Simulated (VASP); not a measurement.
A convergence study with VASP on BP (zinc blende): one setting is varied, all else stays as given below, so the limit is that of these other settings.

```xyz
2
Lattice="0.0000 2.2700 2.2700 2.2700 0.0000 2.2700 2.2700 2.2700 0.0000" Properties=species:S:1:pos:R:3 pbc="T T T"
B      0.0000     0.0000     0.0000
P      1.1350     1.1350     1.1350
```

Level of theory: PBE GGA, VASP's PBE PAW potentials (set 64) (plane waves; VASP). The tightest run used: 700 eV cut-off, 15×15×15 Monkhorst-Pack mesh, Gaussian smearing of 0.050 eV, potentials B P.

```tsv
setting	E (eV/atom)	pressure (GPa)	irreducible k-points
1×1×1 mesh	4.4663	106.78	1
2×2×2 mesh	-6.4007	1.19	2
3×3×3 mesh	-6.1537	4.34	4
4×4×4 mesh	-6.4663	0.70	10
5×5×5 mesh	-6.4403	1.08	10
```

Problem. These are the cheaper rows. Estimate the results at 15×15×15 mesh, and how far the last row shown lies from them.

Solution. 
| quantity | tightest run | last row shown is off by |
|---|---|---|
| E (eV/atom) | -6.4667 | 0.0264 |
| pressure (GPa) | 0.70 | 0.38 |

Left out are rungs that failed or repeat a setting and relaxations that didn't move; long series are thinned to 24 rows.

The compound is BP in the zinc blende structure. The cell was not relaxed at this level.
